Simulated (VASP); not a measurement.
Wanted: the native input for a VASP 6.6.1 run.

| Item | Value |
| --- | --- |
| Task | single point |
| Functional | PBE |
| Potentials or basis | VASP PAW PBE potentials, release 64 (Cd, Se) |
| Cutoff | 520 eV |
| k mesh | 6 × 6 × 6 |
| Occupations | gaussian, width 0.1 eV |
| Spin | no spin polarisation |
| Dipole correction | no |
| Further INCAR settings | ALGO = Fast; EDIFF = 1e-06; NBANDS = 16 |

The structure of CdSe lies in POSCAR:

```
CdSe
1.0
    0.0000000000      3.0702711986      3.0702711986
    3.0702711986      0.0000000000      3.0702711986
    3.0702711986      3.0702711986      0.0000000000
Cd Se
1 1
Direct
    0.0000000000      0.0000000000      0.0000000000
    0.7500000000      0.7500000000      0.7500000000
```

Measurements of this composition are mostly on another form, of space group No. 186.

One way to write it, as run:

INCAR

```
PREC = Accurate
ENCUT = 520
EDIFF = 1E-6
ISMEAR = 0
SIGMA = 0.1
LREAL = False
LASPH = True
NELM = 100
ALGO = Fast
ISIF = 2
LWAVE = False
LCHARG = False
GGA = PE
NBANDS = 16
```

KPOINTS

```
Automatic mesh
0
Gamma
  6 6 6
```

Potentials or basis: VASP PAW PBE potentials, release 64 (Cd, Se).

Command:

```console
$ cat potpaw_PBE.64/Cd/POTCAR potpaw_PBE.64/Se/POTCAR > POTCAR
$ mpirun -np 1 vasp_std > vasp.out
```

It gave:

```
Pressure               : 1.6 GPa
Band gap on the k mesh : 0.55 eV, direct
```

Wall time 13 s on 1 thread of Intel(R) Xeon(R) Platinum 8488C (Sapphire Rapids), with other jobs on the host, peak memory 0.17 GiB.
